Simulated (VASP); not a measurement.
Molecule: AsH3, in a box.

```
As H
1.0
    12.55720    0.00000    0.00000
     0.00000   13.05720    0.00000
     0.00000    0.00000   13.55720
As H
1 3
Direct
  0.52424 0.50721 0.45725
  0.52325 0.41149 0.52352
  0.54775 0.57516 0.54744
  0.40380 0.52132 0.47348
```

Base run:

* Program: VASP 6.6.1
* Functional: PBEsol
* Potentials or basis: VASP PAW PBE potentials, release 64 (As, H)
* Cutoff: 400 eV
* k mesh: 1 × 1 × 1
* Occupations: gaussian, width 0.01 eV
* Spin: no spin polarisation

Its results: gap between the frontier levels 6.02 eV; largest force 0.106 eV/Å.

Q: The run is repeated on the same cell with these changes: functional from PBEsol to RPBE. What comes out?

A: Gap between the frontier levels 5.92 eV; largest force 0.066 eV/Å.

Caveats: the PAW data sets were made with another functional, which shifts forces and pressure a little.

